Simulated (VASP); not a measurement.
Here is a VASP 6.6.1 calculation.

Contents of INCAR:

```
  PREC = Accurate
  ENCUT = 520
  EDIFF = 1E-7
  ISMEAR = 0
  SIGMA = 0.1
  LREAL = False
  LASPH = True
  NELM = 80
  ALGO = Normal
  ISIF = 2
  LWAVE = False
  LCHARG = False
  GGA = PE
  NBANDS = 26
```

The input KPOINTS:

```
Automatic mesh
0
Gamma
  6 6 12
```

Contents of POSCAR:

```
Hg2H3Br
1.0
    6.0870972215      0.0000000000      0.0000000000
   -3.0435486107      5.2715808291      0.0000000000
    0.0000000000      0.0000000000      2.8227303913
Hg H Br
2 3 1
Direct
    0.3333333333      0.6666666667      0.0000000000
    0.6666666667      0.3333333333      0.0000000000
    0.5000000000      0.0000000000      0.5000000000
    0.5000000000      0.5000000000      0.5000000000
    0.0000000000      0.5000000000      0.5000000000
    0.0000000000      0.0000000000      0.0000000000
```

Potentials or basis: VASP PAW PBE potentials, release 64 (Hg, H, Br).

The run is started by

```sh
$ cat potpaw_PBE.64/Hg/POTCAR potpaw_PBE.64/H/POTCAR potpaw_PBE.64/Br/POTCAR > POTCAR
$ mpirun -np 1 vasp_std > vasp.out
```

(1) Predict the pressure.

(2) Predict the band gap on the k mesh.

Results:

(1) 0.2 GPa.

(2) none (metal or under the smearing width).
